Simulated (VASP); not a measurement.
Given:

```xyz
2
Lattice="1.7778 -3.0792 0.0000 1.7778 3.0792 0.0000 0.0000 0.0000 5.5744" Properties=species:S:1:pos:R:3 pbc="T T T"
Tm     1.7778     1.0264     1.3936
Tm     1.7778    -1.0264     4.1808
```
Starting moments (μB, in the order of the record's atoms Tm Tm): 2.0 2.0.

All values below come from PBE GGA, VASP's PBE PAW potentials (set 64) (plane waves; VASP). Run with 300 eV cut-off, 7×7×4 Γ-centred mesh, Fermi-Dirac smearing of 0.14 eV, potentials Tm.

Task: Predict the cell moment, energy per atom (σ→0), band gap (on the k-mesh) with the smallest direct gap where there is one.

Result: 
```json
{
 "band gap (on the k-mesh)": "none (metal, semimetal or under 0.01 eV)",
 "cell_moment": "2.37 μB",
 "energy per atom (σ→0)": "-3.962 eV/atom"
}
```

Task: Give the moment on each site (PAW-sphere projection).

Result: 
| site | moment (μB) |
|---|---|
| Tm1 | 1.26 |
| Tm2 | 1.26 |

Total energies compare only between runs with the same potentials, cut-off and functional.

The structure is a typed Tm crystal. The cell was not relaxed at this level.
